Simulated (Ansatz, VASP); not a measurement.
This is a calculation of FeCu for Ansatz 0.2.0.

input.yaml

```yaml
crystal:
  lattice:
    - [0.0, 2.1982089296, 2.1982089296]
    - [2.1982089296, 0.0, 2.1982089296]
    - [2.1982089296, 2.1982089296, 0.0]
  atoms:
    - { symbol: Fe, position: [0.5, 0.5, 0.5], spin: 3.0 }
    - { symbol: Cu, position: [0.0, 0.0, 0.0], spin: 0.6 }
kpoints:
  mp_grid: { grid: [11, 11, 11] }
scf:
  occupations: { method: fermi_dirac, width: 0.05 }
hamiltonian:
  xc: pbe
  pseudopotentials: { kind: all_electron, lapw: { basis_error: 0.0005 } }
magnetization:
  spin_polarized: true
output:
  forces: true
  stress: true
  eigenvalues: true
```

Potentials or basis: all-electron LAPW, scalar-relativistic.

The run is started by

```bash
$ ansatz run input.yaml --threads 2 --pin off --max-ram 6144MiB --backend cpu --events-out ev --progress --plain --runs-dir out
```

**Question.** Set up the same calculation for VASP 6.6.1. Potentials there: VASP PAW PBE potentials, release 64 (Fe, Cu).

**Answer.** As run (the cutoff follows the program's own potentials):

File INCAR:

```
PREC = Accurate ; ENCUT = 520
EDIFF = 1E-6 ; ISMEAR = -1
SIGMA = 0.05 ; LREAL = False
LASPH = True ; NELM = 150
ALGO = Normal ; ISIF = 2
LWAVE = False ; LCHARG = False
ISPIN = 2 ; MAGMOM = 3 0.6
LORBIT = 11 ; LMAXMIX = 4
GGA = PE ; NBANDS = 20
```

KPOINTS

```
regular mesh
0
Gamma
  11 11 11
```

The input POSCAR:

```
FeCu
1.0
    0.0000000000      2.1982089296      2.1982089296
    2.1982089296      0.0000000000      2.1982089296
    2.1982089296      2.1982089296      0.0000000000
Fe Cu
1 1
Direct
    0.5000000000      0.5000000000      0.5000000000
    0.0000000000      0.0000000000      0.0000000000
```

Potentials or basis: VASP PAW PBE potentials, release 64 (Fe, Cu).

The run is started by

```sh
$ cat potpaw_PBE.64/Fe/POTCAR potpaw_PBE.64/Cu/POTCAR > POTCAR
$ mpirun -np 1 vasp_std > vasp.out
```

Both were run:

|  | VASP | Ansatz | Ansatz less VASP |
| --- | --- | --- | --- |
| gap on the k mesh at the Fermi level (eV) | none | none | - |
| pressure (GPa) | 61.5 | 62.0 | +0.45 |
| net moment per atom (μB) | 1.38 | 1.39 | +0.006 |
| size of the moment on the site where the two differ most (μB) | 0.20 | 0.25 | +0.044 |

Site moments also hang on the region over which each program counts them. A gap of «none» marks a metal or a gap that the smearing closes. Ansatz ran all-electron here, so the differences hold the error of VASP's frozen core and of both bases.

Caveats: the cell as given lies far from equilibrium (VASP); so large a pressure means that the cell lies far from this level's equilibrium, or that cutoff or potentials fall short (VASP).
